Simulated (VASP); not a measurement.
Be4InCu, 6 atoms in the cell. It takes space group F-43m (No. 216, cubic). Conventional cell: a = 6.384 Å, b = 6.384 Å, c = 6.384 Å, α = 90.00°, β = 90.00°, γ = 90.00°. In (site symmetry -43m) is surrounded by 12 Be at 2.65 Å and 4 Cu at 2.76 Å. Around Cu (site symmetry -43m) lie 12 Be at 2.64 Å and 4 In at 2.76 Å. Be (site symmetry 3m) has 6 Be at 2.23 to 2.28 Å as nearest neighbours. The cell comes from a database or a generator and needn't be the stable form of this composition.

* Program: VASP 6.6.1
* Task: single point
* Functional: PBE
* Potentials or basis: VASP PAW PBE potentials, release 64 (In_d, Cu, Be)
* Cutoff: 520 eV
* k mesh: 7 × 7 × 7
* Occupations: fermi-dirac, width 0.05 eV
* Spin: no spin polarisation
* Further INCAR settings: ALGO = Normal; EDIFF = 1e-07; NBANDS = 25

Potentials or basis: VASP PAW PBE potentials, release 64 (In_d, Cu, Be).

Command:

```console
$ cat potpaw_PBE.64/In_d/POTCAR potpaw_PBE.64/Cu/POTCAR potpaw_PBE.64/Be/POTCAR > POTCAR
$ mpirun -np 1 vasp_std > vasp.out
```

Hardware: 1 thread of AMD EPYC 9R45 96-Core Processor (Zen 5), with other jobs on the host.

Problem. Estimate the wall time of this run.

Solution. It took 41 s on 1 thread of AMD EPYC 9R45 96-Core Processor (Zen 5), with other jobs on the host, peak memory 0.19 GiB. Counts: scf iterations 22, k points 20.
